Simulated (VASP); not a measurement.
W: relaxation of the atoms with PBE

The system is W.

```
CELL_PARAMETERS angstrom
-1.55980 1.55980 1.55980
1.55980 -1.55980 1.55980
1.55980 1.55980 -1.55980
ATOMIC_POSITIONS crystal
W 0.00000 0.00000 0.00000
```

The cell isn't the ideal one: a relaxed cell with its volume scaled by 0.94.

- Program: VASP 6.6.1
- Task: relaxation of the atoms
- Functional: PBE
- Potentials or basis: VASP PAW PBE potentials, release 64 (W_sv)
- Cutoff: 600 eV
- k mesh: 16 × 16 × 16
- Occupations: methfessel-paxton, width 0.1 eV
- Spin: no spin polarisation
- Further INCAR settings: ALGO = Normal; EDIFF = 1e-07; IBRION = 2; EDIFFG = -0.01; NSW = 40

* Pressure after relaxing: 21.5 GPa
* Band gap on the k mesh: none (metal or under the smearing width)

Final structure:
```
W
1.0
    -1.55980    1.55980    1.55980
     1.55980   -1.55980    1.55980
     1.55980    1.55980   -1.55980
W
1
Direct
  0.00000 0.00000 0.00000
```

Levels at points of the mesh, in eV from the Fermi level:
```tsv
k point	band 5	band 6	band 7	band 8	band 9	band 10
(0.00, 0.00, 0.00)	-9.92	-1.35	-1.35	-1.35	2.32	2.32
(0.50, 0.00, 0.00)	-6.61	-3.83	0.80	2.24	3.28	6.51
(0.50, 0.50, 0.50)	-6.24	-6.24	5.45	5.45	5.45	8.56
```

Wall time 10 s on 1 thread of Intel(R) Xeon(R) 6975P-C (Granite Rapids), with other jobs on the host, peak memory 0.16 GiB.

Caveat: the relaxation stopped at its first step, so nothing moved. The run has no spin-orbit coupling, so splittings on W are missing.
